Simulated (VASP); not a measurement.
Input of a VASP 6.6.1 run:

File INCAR:

```
SYSTEM = Pd
PREC     = Accurate       ! precision mode
ENCUT    = 520            ! plane-wave cutoff, eV
EDIFF    = 1E-7           ! SCF threshold, eV
ISMEAR   = -1             ! smearing method
SIGMA    = 0.1            ! smearing width, eV
LREAL    = .FALSE.        ! projectors in reciprocal space
LASPH    = .TRUE.         ! aspherical terms in the spheres
NELM     = 80             ! most SCF steps
ALGO     = Normal         ! electronic algorithm
ISIF     = 2              ! what is computed and relaxed
LWAVE    = .FALSE.        ! write WAVECAR
LCHARG   = .TRUE.         ! write CHGCAR
GGA      = CA             ! functional
LELF     = .TRUE.         ! ELF
LVHAR    = .TRUE.       
NBANDS   = 17             ! bands
```

File KPOINTS:

```
regular mesh
0
G
  11 11 11
  0 0 0
```

POSCAR

```
Pd
1.0
    0.0000000000      2.8821314932      2.8821314932
    2.8821314932      0.0000000000      2.8821314932
    2.8821314932      2.8821314932      0.0000000000
Pd
2
Direct
    0.1250000000      0.1250000000      0.1250000000
    0.8750000000      0.8750000000      0.8750000000
```

Potentials or basis: VASP PAW LDA potentials, release 64 (Pd).

Run with:

```bash
$ cat potpaw_LDA.64/Pd/POTCAR > POTCAR
$ mpirun -np 1 vasp_std > vasp.out
```

Task: What does it give for the band gap on the k mesh?

Result: None (metal or under the smearing width).

Task: What does it give for the pressure?

Result: -6.1 GPa.
